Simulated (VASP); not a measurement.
A convergence study with VASP on BP (zinc blende): one setting is varied, all else stays as given below, so the limit is that of these other settings. ε∞ is the independent-particle value.

```
BP
1.0
    0.00000     2.27000     2.27000
    2.27000     0.00000     2.27000
    2.27000     2.27000     0.00000
B P
1 1
Direct
  0.00000   0.00000   0.00000
  0.25000   0.25000   0.25000
```

Method: PBE GGA, VASP's PBE PAW potentials (set 64) (plane waves; VASP 6.6.1). The tightest run used: 700 eV cut-off, 8×8×8 Γ-centred mesh, Gaussian smearing of 0.050 eV, potentials B P.

The reference is NBANDS = 132, which took about 80 core-seconds. Times come from single runs on busy shared machines, so they are rough: good to a factor of about 2.

Task: Of the settings NBANDS = 5; NBANDS = 6; NBANDS = 8; NBANDS = 12; NBANDS = 20; NBANDS = 36; NBANDS = 68; NBANDS = 132, which is the lowest that keeps the difference from the reference in mean ε∞ within 0.05 from there on, and what does it cost?

Result: NBANDS = 12; its cost over the reference is about 1/9.
```json
[
 {"setting": "NBANDS = 5", "difference in mean ε∞": "3.08", "cost over the reference": "about 1/20"},
 {"setting": "NBANDS = 6", "difference in mean ε∞": "1.38", "cost over the reference": "about 1/10"},
 {"setting": "NBANDS = 8", "difference in mean ε∞": "0.22", "cost over the reference": "about 1/10"},
 {"setting": "NBANDS = 12", "difference in mean ε∞": "0.03", "cost over the reference": "about 1/9"},
 {"setting": "NBANDS = 20", "difference in mean ε∞": "0.01", "cost over the reference": "about 1/6"},
 {"setting": "NBANDS = 36", "difference in mean ε∞": "0.00", "cost over the reference": "about 1/3"},
 {"setting": "NBANDS = 68", "difference in mean ε∞": "0.00", "cost over the reference": "about 1/2"},
 {"setting": "NBANDS = 132", "difference in mean ε∞": "0.00", "cost over the reference": "reference"}
]
```

Left out are rungs that failed or repeat a setting and relaxations that didn't move; long series are thinned to 24 rows.

The compound is BP in the zinc blende structure. The cell was not relaxed at this level.
